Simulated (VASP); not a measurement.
A convergence study with VASP on AlN (zinc blende): one setting is varied, all else stays as given below, so the limit is that of these other settings.

```
CELL_PARAMETERS angstrom
      0.00000     2.19000     2.19000
      2.19000     0.00000     2.19000
      2.19000     2.19000     0.00000
ATOMIC_POSITIONS crystal
  Al 0.00000 0.00000 0.00000
  N  0.25000 0.25000 0.25000
```

These are PBEsol GGA, VASP's PBE PAW potentials (set 64) (plane waves; VASP) values and carry that method's errors. The tightest run used: 700 eV cut-off, 16×16×16 Monkhorst-Pack mesh, Gaussian smearing of 0.050 eV, potentials Al N.

Problem. The settings run are 1×1×1 mesh; 2×2×2 mesh; 3×3×3 mesh; 4×4×4 mesh; 5×5×5 mesh; 6×6×6 mesh; 7×7×7 mesh; 8×8×8 mesh; 9×9×9 mesh; 10×10×10 mesh; 11×11×11 mesh; 12×12×12 mesh; 13×13×13 mesh; 14×14×14 mesh; 15×15×15 mesh; 16×16×16 mesh. From which on does the energy per atom stay within 0.01 eV/atom of the tightest run?

Solution. From 4×4×4 mesh on: it is off by 0.0000 there and by no more than 0.01 in any finer run, while 3×3×3 mesh is off by 0.1036.
```
setting        E (eV/atom)  pressure (GPa)  irreducible k-points  difference judged (eV/atom)
-------------  -----------  --------------  --------------------  ---------------------------
1×1×1 mesh         -1.8742           18.68                     1                       5.9341
2×2×2 mesh         -7.7855           -0.24                     2                       0.0227
3×3×3 mesh         -7.7047           -0.07                     4                       0.1036
4×4×4 mesh         -7.8082           -0.47                    10                       0.0000
5×5×5 mesh         -7.8041           -0.47                    10                       0.0041
6×6×6 mesh         -7.8082           -0.47                    28                       0.0000
7×7×7 mesh         -7.8080           -0.47                    20                       0.0003
8×8×8 mesh         -7.8082           -0.47                    60                       0.0000
9×9×9 mesh         -7.8082           -0.47                    35                       0.0000
10×10×10 mesh      -7.8082           -0.47                   110                       0.0000
11×11×11 mesh      -7.8082           -0.47                    56                       0.0000
12×12×12 mesh      -7.8082           -0.47                   182                       0.0000
13×13×13 mesh      -7.8082           -0.47                    84                       0.0000
14×14×14 mesh      -7.8082           -0.47                   280                       0.0000
15×15×15 mesh      -7.8082           -0.47                   120                       0.0000
16×16×16 mesh      -7.8082           -0.47                   408                       0.0000
```

Left out are rungs that failed or repeat a setting and relaxations that didn't move; long series are thinned to 24 rows.

The compound is AlN in the zinc blende structure, a metastable form; wurtzite is the usual one. The cell was not relaxed at this level.
